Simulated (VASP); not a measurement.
Consider the following.

```
AsSb
1.0
    2.04403     1.18012     3.38220
   -2.04403     1.18012     3.38220
    0.00000    -2.36024     3.38220
As Sb
1 1
Direct
  0.00000   0.00000   0.00000
  0.50000   0.50000   0.50000
```

Computed with r2SCAN meta-GGA, VASP's PBE PAW potentials (set 64) (plane waves; VASP). Numerical set-up: 400 eV cut-off, 12×12×12 Γ-centred mesh, tetrahedra with Blöchl corrections, potentials As Sb.

Q: Give the energies of bands 2 to 8 at the high-symmetry points, in eV from the Fermi level.

A: 
| band | Γ | T | H2 | L | S0 | F |
|---|---|---|---|---|---|---|
| 2 | -4.86 | -10.63 | -9.59 | -10.56 | -9.61 | -8.10 |
| 3 | -2.14 | -1.09 | -5.61 | -1.20 | -6.01 | -6.57 |
| 4 | -1.97 | -1.09 | -5.61 | -1.14 | -3.55 | -4.27 |
| 5 | -1.97 | -0.25 | -0.05 | -0.39 | -2.95 | -4.15 |
| 6 | 3.88 | -0.25 | 0.44 | -0.32 | 3.39 | 2.59 |
| 7 | 3.88 | 0.09 | 5.88 | -0.03 | 4.00 | 6.02 |
| 8 | 3.95 | 0.96 | 5.89 | 0.83 | 5.15 | 6.07 |

It has no gap at this level: it comes out as a metal or semimetal.

The structure comes from a measured SbAs entry (R-3m) of the Crystallography Open Database, whose conditions weren't checked. It was relaxed first.
